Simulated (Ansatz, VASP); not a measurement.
# In2S: VASP beside Ansatz, part 2 of 2

Aim: how closely do two programs agree when they are given the same cell, functional and k mesh? The cell is generated by rule, not measured, and may not be a known phase. The cell is taken from a series of runs on this material, whose earlier steps may have relaxed, scaled, displaced or heated it; both programs get it as it stands.

VASP 6.6.1 and Ansatz 0.2.0.

So far. Step 2 (Ansatz: single point, PBEsol, pair 1): The run ends at a pressure of -0.44 GPa, with forces up to 0.47 eV/Å. Step 3 (VASP: single point, PBEsol, pair 1): The run ends at a pressure of -0.46 GPa, with forces up to 0.47 eV/Å.

### 5. VASP: single point, PBEsol, pair 2

Level of this step: PBEsol; plane waves and PAW (S, In_d); invented cell (VASP).

With cell and atoms fixed, the geometry can't cause a difference; cores, projectors, grids and the points listed under the comparison can.

File INCAR:

```
SYSTEM = In2S
PREC = Accurate
ENCUT = 500
EDIFF = 1E-06
NELM = 120
ISMEAR = 1
SIGMA = 0.2
LREAL = .FALSE.
ALGO = Normal
GGA = PS
NBANDS = 79
LORBIT = 11
LWAVE = .FALSE.
LCHARG = .FALSE.
ISIF = 2
LASPH = .TRUE.
GGA_COMPAT = .FALSE.
KPAR = 2
```

File POSCAR:

```
In2S
1.0
   -6.2898146533      0.0000000000      0.0000000000
    0.0000000000     -6.2898146533     -6.2898146533
    0.0000000000     -6.2898146533      6.2898146533
S In
4 8
Direct
    1.0000000000      0.9640253040      1.0000000000
    1.0000000000      0.5359746960      0.5000000000
    0.5000000000      0.9640253040      0.5000000000
    0.5000000000      0.5359746960      1.0000000000
    0.7500000000      0.2500000000      0.5000000000
    0.7500000000      0.7500000000      1.0000000000
    0.2500000000      0.0062293256      0.2500000000
    0.2500000000      0.4937706744      0.7500000000
    0.2500000000      0.0062293256      0.7500000000
    0.2500000000      0.4937706744      0.2500000000
    0.7500000000      0.7500000000      0.5000000000
    0.7500000000      0.2500000000      1.0000000000
```

File KPOINTS:

```
Automatic mesh
0
Gamma
6 4 4
0 0 0
```

The projector-augmented-wave data sets are S and In_d (PBE family, release 64).

Started as:

```bash
mpirun -np 2 vasp_std
```

Numbers of over 12 decimals in the logs are rounded to 6 here.

Output:

```text
[banner, memory and clock lines left out]
running    2 mpi-ranks, on    1 nodes
[...]
[... a notice as in an earlier step ...]

 LDA part: xc-table for (Slater+PW92), standard interpolation
 POSCAR, INCAR and KPOINTS ok, starting setup
[...]
entering main loop
       N       E                     dE             d eps       ncg     rms          rms(c)
DAV:   1     0.127979059910E+04    0.12798E+04   -0.54428E+04  5688   0.166E+03
DAV:   2     0.162419245117E+03   -0.11174E+04   -0.10858E+04  5720   0.447E+02
DAV:   3    -0.199609289598E+02   -0.18238E+03   -0.17359E+03  6753   0.196E+02
DAV:   4    -0.388348787875E+02   -0.18874E+02   -0.17927E+02  6833   0.572E+01
[...]
DAV:  14    -0.361747838004E+02   -0.17746E-05   -0.10227E-05  6451   0.173E-02    0.801E-03
DAV:  15    -0.361747853560E+02   -0.15557E-05   -0.21112E-06  4649   0.684E-03    0.374E-03
DAV:  16    -0.361747852307E+02    0.12531E-06   -0.36342E-07  3600   0.470E-03
   1 F= -.36174785E+02 E0= -.36163963E+02  d E =-.324681E-01
```

Parts of OUTCAR (step 5):

```text
  Total       -2.2919262     -2.7354538     -2.7354538     -0.0000000     -0.3553931      0.0000000
  in kB       -7.3784932     -8.8063598     -8.8063598     -0.0000000     -1.1441317      0.0000000
  external PRESSURE =      -8.3304043 kB  Pullay stress =       0.0000000 kB

 POSITION                                       TOTAL-FORCE (eV/Angst)
 -----------------------------------------------------------------------------------
      0.00000     -6.06354     -6.06354         0.179727      0.317062      0.317062
      0.00000     -6.51609     -0.22627         0.179727     -0.317062     -0.317062
     -3.14491     -9.20845     -2.91863        -0.179727      0.317062      0.317062
     -3.14491     -3.37118     -3.37118        -0.179727     -0.317062     -0.317062
     -4.71736     -4.71736      1.57245         0.000000     -0.000000      0.000000
     -4.71736     -4.71736     -4.71736         0.000000      0.000000      0.000000
     -1.57245     -1.61163      1.53327         0.000000     -0.379231     -0.379231
     -1.57245     -7.82309      1.61163         0.000000      0.379231      0.379231
     -1.57245     -4.75654      4.67818         0.000000     -0.379231     -0.379231
     -1.57245     -4.67818     -1.53327         0.000000      0.379231      0.379231
     -4.71736     -7.86227     -1.57245         0.000000      0.000000      0.000000
     -4.71736     -1.57245     -1.57245         0.000000      0.000000      0.000000
 -----------------------------------------------------------------------------------
    total drift:                               -0.000000      0.000000      0.000000

  FREE ENERGIE OF THE ION-ELECTRON SYSTEM (eV)
  ---------------------------------------------------
  free  energy   TOTEN  =       -36.1747852307 eV

  energy  without entropy=      -36.1423171160  energy(sigma->0) =      -36.16396253

[... 2 parts as in an earlier step ...]

[... 1 further part left out ...]
[key lines of the parts left out:]
E-fermi :   2.5345
```

The run ends at a pressure of -0.83 GPa, with forces up to 0.54 eV/Å.

### 6. Ansatz: single point, PBEsol, pair 2

The same cell, functional, mesh and smearing now go to Ansatz, which takes its cutoff from its data sets.

The cell is taken from a series of runs on this material, whose earlier steps may have relaxed, scaled, displaced or heated it; both programs get it as it stands.

File input.yaml:

```yaml
crystal:
  lattice:
    - [-6.2898146533, 0.0, 0.0]
    - [0.0, -6.2898146533, -6.2898146533]
    - [0.0, -6.2898146533, 6.2898146533]
  atoms:
    - { symbol: S, position: [0.0, -0.035974696, 0.0] }
    - { symbol: S, position: [0.0, 0.535974696, 0.5] }
    - { symbol: S, position: [0.5, -0.035974696, 0.5] }
    - { symbol: S, position: [0.5, 0.535974696, 0.0] }
    - { symbol: In, position: [0.75, 0.25, 0.5] }
    - { symbol: In, position: [0.75, 0.75, 0.0] }
    - { symbol: In, position: [0.25, 1.0062293256, 0.25] }
    - { symbol: In, position: [0.25, 0.4937706744, 0.75] }
    - { symbol: In, position: [0.25, 1.0062293256, 0.75] }
    - { symbol: In, position: [0.25, 0.4937706744, 0.25] }
    - { symbol: In, position: [0.75, 0.75, 0.5] }
    - { symbol: In, position: [0.75, 0.25, 0.0] }
kpoints:
  mp_grid: { grid: [6, 4, 4] }
hamiltonian:
  xc: pbesol
scf:
  occupations: { method: methfessel_paxton, width: 0.2 }
output:
  forces: true
  stress: true
  eigenvalues: true
```

Started as:

```bash
ansatz run input.yaml --threads 8 --pin off --max-ram 14336MiB --backend cpu --events-out ev --progress --plain --runs-dir out
```

Output:

```text
[...]
Crystal: 12 atoms, lattice volume = 497.672 Å³
Basis set: ecut = 420 eV, 9757 PW (Γ), exchange–correlation on 90×120×120 points (8 copies of the dense FFT grid, shifted against one another)
Bands: 77, of which v1, the nominal top of the filled ones, is band 64 counted from 1 (63 counted from 0)
Symmetry: 8 space group operations
[...]
k-points: 36 of 96
[...]
k-point 0: bands = [... 60 lower, 2.6260, 3.1199, 3.5669, 3.5966, 3.7707, 4.3761, 4.5492, 4.6762, ... 9 higher]
  k-point 1: bands = [... 60 lower, 2.6619, 3.2433, 3.3777, 3.6008, 3.8834, 4.2369, 4.3590, 4.5493, ... 9 higher]
  k-point 2: bands = [... 60 lower, 2.7363, 2.7363, 3.7798, 3.7798, 3.8212, 3.8212, 4.1354, 4.1354, ... 9 higher]
  k-point 35: bands = [... 60 lower, 2.6955, 2.6955, 3.7323, 3.7323, 4.3699, 4.3699, 4.7362, 4.7362, ... 9 higher]
[key lines of the parts left out:]
SCF converged after 10 iterations
Free energy (F): -47737.648076 eV
Fermi energy:    3.886207 eV
P = ⅓ Tr σ = -0.8057 GPa (-8.057 kbar)
```

The run ends at a pressure of -0.81 GPa, with forces up to 0.54 eV/Å.

### 7. Differences

Compared:

```csv
quantity,Ansatz,VASP,difference
pressure (GPa),-0.81,-0.83,+0.03
```

Forces on 8 of the 12 atoms, those with the largest forces and the largest differences (eV/Å; atoms numbered as in POSCAR):

```csv
atom,"Ansatz x, y, z","VASP x, y, z"
S1,"0.166, 0.309, 0.309","0.180, 0.317, 0.317"
S2,"0.166, -0.309, -0.309","0.180, -0.317, -0.317"
S3,"-0.166, 0.309, 0.309","-0.180, 0.317, 0.317"
S4,"-0.166, -0.309, -0.309","-0.180, -0.317, -0.317"
In7,"0.000, -0.380, -0.380","0.000, -0.379, -0.379"
In8,"0.000, 0.380, 0.380","0.000, 0.379, 0.379"
In9,"0.000, -0.380, -0.380","0.000, -0.379, -0.379"
In10,"0.000, 0.380, 0.380","0.000, 0.379, 0.379"
```

The forces differ by 5.9 meV/Å r.m.s., which is 2.4 % of the r.m.s. force of 0.241 eV/Å (both taken over all components).

### 8. VASP: single point, PBEsol, pair 3

With cell and atoms fixed, the geometry can't cause a difference; cores, projectors, grids and the points listed under the comparison can.

INCAR is that of step 5.

File POSCAR:

```
In2S
1.0
   -6.2898146533      0.0000000000      0.0000000000
    0.0000000000     -6.2898146533     -6.2898146533
    0.0000000000     -6.2898146533      6.2898146533
S In
4 8
Direct
    1.0000000000      0.9494105838      1.0000000000
    1.0000000000      0.5505894162      0.5000000000
    0.5000000000      0.9494105838      0.5000000000
    0.5000000000      0.5505894162      1.0000000000
    0.7500000000      0.2500000000      0.5000000000
    0.7500000000      0.7500000000      1.0000000000
    0.2500000000      0.0087599891      0.2500000000
    0.2500000000      0.4912400109      0.7500000000
    0.2500000000      0.0087599891      0.7500000000
    0.2500000000      0.4912400109      0.2500000000
    0.7500000000      0.7500000000      0.5000000000
    0.7500000000      0.2500000000      1.0000000000
```

KPOINTS is that of step 5.

Started as:

```bash
mpirun -np 2 vasp_std
```

Output:

```text
[... set-up lines as in an earlier step ...]
 entering main loop
       N       E                     dE             d eps       ncg     rms          rms(c)
DAV:   1     0.128114056468E+04    0.12811E+04   -0.54382E+04  5688   0.166E+03
DAV:   2     0.163459638036E+03   -0.11177E+04   -0.10864E+04  5696   0.447E+02
DAV:   3    -0.200973253902E+02   -0.18356E+03   -0.17505E+03  6738   0.196E+02
DAV:   4    -0.384727919808E+02   -0.18375E+02   -0.17677E+02  6888   0.573E+01
[...]
DAV:  13    -0.364182875717E+02   -0.13864E-04   -0.42227E-05  6256   0.235E-02    0.157E-02
DAV:  14    -0.364182906493E+02   -0.30775E-05   -0.73324E-06  5618   0.144E-02    0.124E-02
DAV:  15    -0.364182915058E+02   -0.85648E-06   -0.22125E-06  4648   0.899E-03
   1 F= -.36418292E+02 E0= -.36411671E+02  d E =-.198621E-01
```

Parts of OUTCAR (step 8):

```text
  Total       -2.4731140     -3.6321310     -3.6321310      0.0000000      0.2373744      0.0000000
  in kB       -7.9617985    -11.6930700    -11.6930700      0.0000000      0.7641892      0.0000000
  external PRESSURE =     -10.4493128 kB  Pullay stress =       0.0000000 kB

 POSITION                                       TOTAL-FORCE (eV/Angst)
 -----------------------------------------------------------------------------------
      0.00000     -5.97162     -5.97162         0.038829      0.166494      0.166494
      0.00000     -6.60801     -0.31820         0.038829     -0.166494     -0.166494
     -3.14491     -9.11652     -2.82671        -0.038829      0.166494      0.166494
     -3.14491     -3.46311     -3.46311        -0.038829     -0.166494     -0.166494
     -4.71736     -4.71736      1.57245         0.000000      0.000000     -0.000000
     -4.71736     -4.71736     -4.71736        -0.000000      0.000000     -0.000000
     -1.57245     -1.62755      1.51735         0.000000     -0.386806     -0.386806
     -1.57245     -7.80717      1.62755         0.000000      0.386806      0.386806
     -1.57245     -4.77246      4.66226        -0.000000     -0.386806     -0.386806
     -1.57245     -4.66226     -1.51735         0.000000      0.386806      0.386806
     -4.71736     -7.86227     -1.57245        -0.000000      0.000000     -0.000000
     -4.71736     -1.57245     -1.57245         0.000000      0.000000     -0.000000
 -----------------------------------------------------------------------------------
    total drift:                               -0.000000      0.000000      0.000000

  FREE ENERGIE OF THE ION-ELECTRON SYSTEM (eV)
  ---------------------------------------------------
  free  energy   TOTEN  =       -36.4182915058 eV

  energy  without entropy=      -36.3984294460  energy(sigma->0) =      -36.41167082

[... 2 parts as in an earlier step ...]

[... 1 further part left out ...]
[key lines of the parts left out:]
E-fermi :   2.6036
```

The run ends at a pressure of -1.04 GPa, with forces up to 0.55 eV/Å.

### 9. Ansatz: single point, PBEsol, pair 3

The same cell, functional, mesh and smearing now go to Ansatz, which takes its cutoff from its data sets.

The cell is taken from a series of runs on this material, whose earlier steps may have relaxed, scaled, displaced or heated it; both programs get it as it stands.

File input.yaml:

```yaml
crystal:
  lattice:
    - [-6.2898146533, 0.0, 0.0]
    - [0.0, -6.2898146533, -6.2898146533]
    - [0.0, -6.2898146533, 6.2898146533]
  atoms:
    - { symbol: S, position: [0.0, -0.0505894162, 0.0] }
    - { symbol: S, position: [0.0, 0.5505894162, 0.5] }
    - { symbol: S, position: [0.5, -0.0505894162, 0.5] }
    - { symbol: S, position: [0.5, 0.5505894162, 0.0] }
    - { symbol: In, position: [0.75, 0.25, 0.5] }
    - { symbol: In, position: [0.75, 0.75, 0.0] }
    - { symbol: In, position: [0.25, 1.0087599891, 0.25] }
    - { symbol: In, position: [0.25, 0.4912400109, 0.75] }
    - { symbol: In, position: [0.25, 1.0087599891, 0.75] }
    - { symbol: In, position: [0.25, 0.4912400109, 0.25] }
    - { symbol: In, position: [0.75, 0.75, 0.5] }
    - { symbol: In, position: [0.75, 0.25, 0.0] }
kpoints:
  mp_grid: { grid: [6, 4, 4] }
hamiltonian:
  xc: pbesol
scf:
  occupations: { method: methfessel_paxton, width: 0.2 }
output:
  forces: true
  stress: true
  eigenvalues: true
```

Started as:

```bash
ansatz run input.yaml --threads 8 --pin off --max-ram 14336MiB --backend cpu --events-out ev --progress --plain --runs-dir out
```

Output:

```text
[...]
Crystal: 12 atoms, lattice volume = 497.672 Å³
Basis set: ecut = 420 eV, 9757 PW (Γ), exchange–correlation on 90×120×120 points (8 copies of the dense FFT grid, shifted against one another)
Bands: 77, of which v1, the nominal top of the filled ones, is band 64 counted from 1 (63 counted from 0)
Symmetry: 8 space group operations
[...]
k-points: 36 of 96
[...]
k-point 0: bands = [... 60 lower, 2.3145, 3.1537, 3.3531, 3.7079, 3.7777, 4.4516, 4.7639, 4.7874, ... 9 higher]
  k-point 1: bands = [... 60 lower, 2.3504, 3.1252, 3.3368, 3.6414, 4.0156, 4.3098, 4.5556, 4.5989, ... 9 higher]
  k-point 2: bands = [... 60 lower, 2.5629, 2.5629, 3.8177, 3.8177, 3.8369, 3.8369, 4.3421, 4.3421, ... 9 higher]
  k-point 35: bands = [... 60 lower, 2.5277, 2.5277, 3.8576, 3.8576, 4.4259, 4.4259, 4.6813, 4.6813, ... 9 higher]
[key lines of the parts left out:]
SCF converged after 10 iterations
Free energy (F): -47737.882919 eV
Fermi energy:    3.954292 eV
P = ⅓ Tr σ = -1.0061 GPa (-10.061 kbar)
```

The run ends at a pressure of -1.01 GPa, with forces up to 0.55 eV/Å.

### 10. Comparison

Compared:

```csv
quantity,Ansatz,VASP,difference
pressure (GPa),-1.01,-1.04,+0.04
```

Forces on 8 of the 12 atoms, those with the largest forces and the largest differences (eV/Å; atoms numbered as in POSCAR):

```csv
atom,"Ansatz x, y, z","VASP x, y, z"
S1,"0.014, 0.150, 0.150","0.039, 0.166, 0.166"
S2,"0.014, -0.150, -0.150","0.039, -0.166, -0.166"
S3,"-0.014, 0.150, 0.150","-0.039, 0.166, 0.166"
S4,"-0.014, -0.150, -0.150","-0.039, -0.166, -0.166"
In7,"0.000, -0.386, -0.386","0.000, -0.387, -0.387"
In8,"0.000, 0.386, 0.386","0.000, 0.387, 0.387"
In9,"0.000, -0.386, -0.386","0.000, -0.387, -0.387"
In10,"0.000, 0.386, 0.386","0.000, 0.387, 0.387"
```

The forces differ by 11 meV/Å r.m.s., which is 5.7 % of the r.m.s. force of 0.199 eV/Å (both taken over all components).

### 11. Outcome

```json
{"r.m.s. force difference (single point, PBEsol, pair 1)": "1.4 % of the r.m.s. force", "r.m.s. force difference (single point, PBEsol, pair 2)": "2.4 % of the r.m.s. force", "r.m.s. force difference (single point, PBEsol, pair 3)": "11 meV/Å"}
```

In words: The r.m.s. force difference is 11 meV/Å (single point, PBEsol, pair 3), within the 12 meV/Å picked in this series as the mark of a large difference. 1 further run of this series is not shown here. Such differences can come from data sets, numerical settings and the points named under the comparisons, not from the functional's error against experiment.

[Lines on the potential files, build, host, timing and source positions are cut from VASP's logs without a mark.]

[Logs are printed without paths, hosts, clocks, repeated set-up lines and the standing remarks that a program may print on its own settings, such as how far it seeks lower states.]

[Hosts, paths, dates, database ids (printed as entryN), source tags and the programs' standing remarks are cut or masked in the printed files.]
